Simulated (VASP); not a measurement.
An input for Ansatz (written as the equivalent of a VASP run, and not itself run):

Ansatz 0.2 input:
```yaml
crystal:
  lattice:
    - [0.0000000, 2.7203762, 2.7203762]
    - [2.7203762, 0.0000000, 2.7203762]
    - [2.7203762, 2.7203762, 0.0000000]
  atoms:
    - { symbol: Zn, position: [0.0000000, 0.0000000, 0.0000000] }
    - { symbol: S, position: [0.2500000, 0.2500000, 0.2500000] }
kpoints:
  mp_grid: { grid: [8, 8, 8] }
hamiltonian:
  xc: pbe
  pseudopotentials: { kind: paw }
scf:
  occupations: { method: gaussian, width: 0.05 }
  max_iter: 100
relax:
  max_steps: 60
  f_tol: 0.01
  cell: {}
output: { forces: true, stress: true, eigenvalues: true }
```

Write the VASP files for the same calculation (PBE).

This is not unique; one that fits is 
**POSCAR**
```
ZnS
1
    0.0000000000     2.7203761688     2.7203761688
    2.7203761688     0.0000000000     2.7203761688
    2.7203761688     2.7203761688     0.0000000000
Zn S
1 1
Direct
  0.0000000000   0.0000000000   0.0000000000
  0.2500000000   0.2500000000   0.2500000000
```

File KPOINTS:
```
Regular mesh
0
G
  8 8 8
0 0 0
```

INCAR:
```
SYSTEM  =  ZnS
PREC  =  Accurate; ENCUT  =  400; LREAL  =  .FALSE.
LASPH  =  .TRUE.
EDIFF  =  1E-6; NELM  =  100; ALGO  =  Normal
LMAXMIX  =  4
ISMEAR  =  0; SIGMA  =  0.05
GGA  =  PE
IBRION  =  2; NSW  =  60; ISIF  =  3
EDIFFG  =  -0.01
LWAVE  =  .FALSE.; LCHARG  =  .FALSE.
```

POTCAR, in this order: Zn S (PBE.64 set). Program: vasp_std.

The two are equivalent in intent, not identical: each code has its own PAW files, so the cut-off isn't converted (ENCUT is set for VASP's; basis.ecutwfc is left out, and Ansatz then takes the one that its files recommend); Ansatz stops its SCF on the density residual and VASP on the energy change (EDIFF).

The structure comes from a computed database's ZnS entry (F-43m); how it stands against other phases isn't given here. It was relaxed first. The start is the result of an earlier pass.
